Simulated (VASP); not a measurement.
Method: PBEsol GGA, VASP's PBE PAW potentials (set 64) (plane waves; VASP 6.6.1).

A VASP calculation is set up with these files.

INCAR:
```
SYSTEM = Sc3Mn
PREC = Accurate; ENCUT = 300; LREAL = .FALSE.
LASPH = .TRUE.
EDIFF = 1E-6; NELM = 100; ALGO = Normal
LMAXMIX = 4
ISMEAR = 0; SIGMA = 0.1
GGA = PS
MAGMOM = 4.0 0.0 0.0 0.0
ISPIN = 2
ISIF = 2
LWAVE = .FALSE.; LCHARG = .FALSE.; LORBIT = 11
```

### KPOINTS
```
Regular mesh
0
G
  4 4 4
0 0 0
```

### POSCAR
```
Sc3Mn
1.0
  0.0000000000   3.7973590000   3.7973590000
  3.7973590000   0.0000000000   3.7973590000
  3.7973590000   3.7973590000   0.0000000000
Mn Sc
1 3
Cartesian
  0.0000000000   0.0000000000   0.0000000000
  3.7973590000   3.7973590000   3.7973590000
  1.8986795000   1.8986795000   1.8986795000
  5.6960385000   5.6960385000   5.6960385000
```

POTCAR, in this order: Mn_pv Sc_sv (PBE.64 set). Program: vasp_std.

The resulting files:

File OSZICAR:
```
       N       E                     dE             d eps       ncg     rms          rms(c)
DAV:   1     0.590432823768E+03    0.59043E+03   -0.18731E+04  1104   0.112E+03
DAV:   2     0.178990371325E+02   -0.57253E+03   -0.56512E+03  1176   0.624E+02
DAV:   3    -0.288899368514E+02   -0.46789E+02   -0.44271E+02  1622   0.174E+02
DAV:   4    -0.315482928658E+02   -0.26584E+01   -0.25377E+01  1536   0.375E+01
DAV:   5    -0.316215309245E+02   -0.73238E-01   -0.71890E-01  1403   0.627E+00    0.139E+01
DAV:   6    -0.342027845146E+02   -0.25813E+01   -0.46766E+01  1198   0.430E+01    0.390E+01
DAV:   7    -0.276914972299E+02    0.65113E+01   -0.52885E+01  1272   0.328E+01    0.110E+01
DAV:   8    -0.271623257686E+02    0.52917E+00   -0.36173E+00  1267   0.125E+01    0.657E+00
DAV:   9    -0.273580871081E+02   -0.19576E+00   -0.32447E-01  1360   0.349E+00    0.468E+00
DAV:  10    -0.274502865409E+02   -0.92199E-01   -0.51322E-01  1280   0.446E+00    0.163E+00
DAV:  11    -0.274488344398E+02    0.14521E-02   -0.72335E-02  1281   0.195E+00    0.881E-01
DAV:  12    -0.274385205381E+02    0.10314E-01   -0.40621E-02  1252   0.970E-01    0.516E-01
DAV:  13    -0.274399819638E+02   -0.14614E-02   -0.60532E-03  1340   0.489E-01    0.116E-01
DAV:  14    -0.274401927509E+02   -0.21079E-03   -0.95769E-04  1390   0.193E-01    0.685E-02
DAV:  15    -0.274401685100E+02    0.24241E-04   -0.17742E-04  1384   0.107E-01    0.333E-02
DAV:  16    -0.274401718556E+02   -0.33457E-05   -0.57328E-05  1344   0.636E-02    0.131E-02
DAV:  17    -0.274401738337E+02   -0.19781E-05   -0.89721E-06  1145   0.236E-02    0.640E-03
DAV:  18    -0.274401738091E+02    0.24575E-07   -0.70606E-07   670   0.964E-03
   1 F= -.27440174E+02 E0= -.27423729E+02  d E =-.328895E-01  mag=     2.6476
```

File OUTCAR:
```
------------------------ aborting loop because EDIFF is reached ----------------------------------------
  FORCE on cell =-STRESS in cart. coord.  units (eV):
  Direction    XX          YY          ZZ          XY          YZ          ZX
  --------------------------------------------------------------------------------------
  Total       -7.5647495     -7.5647495     -7.5647495     -0.0000000      0.0000000     -0.0000000
  in kB     -110.6700651   -110.6700651   -110.6700651     -0.0000000      0.0000000     -0.0000000
  external PRESSURE =    -110.6700651 kB  Pullay stress =       0.0000000 kB
  volume of cell :      109.52
      direct lattice vectors                 reciprocal lattice vectors
     0.000000000  3.797359000  3.797359000    -0.131670458  0.131670458  0.131670458
     3.797359000  0.000000000  3.797359000     0.131670458 -0.131670458  0.131670458
     3.797359000  3.797359000  0.000000000     0.131670458  0.131670458 -0.131670458
 POSITION                                       TOTAL-FORCE (eV/Angst)
 -----------------------------------------------------------------------------------
      0.00000      0.00000      0.00000        -0.000000     -0.000000     -0.000000
      3.79736      3.79736      3.79736        -0.000000     -0.000000     -0.000000
      1.89868      1.89868      1.89868        -0.000000     -0.000000     -0.000000
      5.69604      5.69604      5.69604         0.000000      0.000000      0.000000
 -----------------------------------------------------------------------------------
    total drift:                                0.000000     -0.000000      0.000000
  FREE ENERGIE OF THE ION-ELECTRON SYSTEM (eV)
  ---------------------------------------------------
  free  energy   TOTEN  =       -27.4401738091 eV

  energy  without entropy=      -27.4072843269  energy(sigma->0) =      -27.42372907

 total charge

# of ion       s       p       d       tot
------------------------------------------
    1        0.292   6.160   4.807  11.259
    2        2.258   6.080   0.924   9.263
    3        2.230   6.083   0.892   9.206
    4        2.230   6.083   0.892   9.206
--------------------------------------------------
tot          7.010  24.407   7.516  38.932

 magnetization (x)

# of ion       s       p       d       tot
------------------------------------------
    1        0.050   0.048   3.859   3.956
    2       -0.011  -0.040  -0.341  -0.392
    3       -0.016  -0.026  -0.240  -0.281
    4       -0.016  -0.026  -0.240  -0.281
--------------------------------------------------
tot          0.008  -0.045   3.039   3.002
```
(Selected blocks of OUTCAR.)

**OUTCAR**
```
 val. band max:        2.9286121963   @ k =   0.2500   0.2500   0.0000

 cond. band min:       3.0112680534   @ k =  -0.2500   0.5000   0.2500


 Fermi energy:         2.9601092252

 spin component 1

 k-point     1 :       0.0000    0.0000    0.0000
  band No.  band energies     occupation
      1     -47.1044      1.00000
      2     -47.1043      1.00000
      3     -47.1043      1.00000
      4     -46.7286      1.00000
      5     -46.7151      1.00000
      6     -46.6192      1.00000
      7     -25.4345      1.00000
      8     -25.4345      1.00000
      9     -25.4345      1.00000
     10     -25.4264      1.00000
     11     -25.4264      1.00000
     12     -25.4264      1.00000
     13     -25.2862      1.00000
     14     -25.2861      1.00000
     15     -25.2861      1.00000
     16      -2.1480      1.00000
     17       0.2652      1.00000
     18       0.2652      1.00000
     19       0.2652      1.00000
     20       0.3174      1.00000
     21       0.3174      1.00000
     22       2.6686      0.99998
     23       2.6686      0.99998
     24       2.6686      0.99998
     25       3.1555      0.00286
     26       3.1555      0.00286
     27       3.7057      0.00000
     28       3.7057      0.00000
     29       3.7057      0.00000

 k-point     2 :       0.2500    0.0000    0.0000
  band No.  band energies     occupation
      1     -47.1048      1.00000
      2     -47.1045      1.00000
      3     -47.1045      1.00000
      4     -46.7253      1.00000
      5     -46.7162      1.00000
      6     -46.6212      1.00000
      7     -25.4524      1.00000
      8     -25.4510      1.00000
      9     -25.4510      1.00000
     10     -25.4139      1.00000
     11     -25.4139      1.00000
     12     -25.4007      1.00000
     13     -25.2958      1.00000
     14     -25.2825      1.00000
     15     -25.2825      1.00000
     16      -1.6163      1.00000
     17       0.2378      1.00000
...
```

At this cut-off the stress carries a Pulay error, which pulls relaxed volumes low. The moments were started parallel, and other spin orders were not tried in this run.

The structure was generated: Sc3Mn was put into an ordered model structure, which need not be its known phase. The cell was not relaxed at this level. The k-mesh is coarse (spacing up to 0.36 per Å, 2π included), so the numbers may not be converged in it. The run is one of a series of settings (GGA = PS against the base run), some of them coarse on purpose.
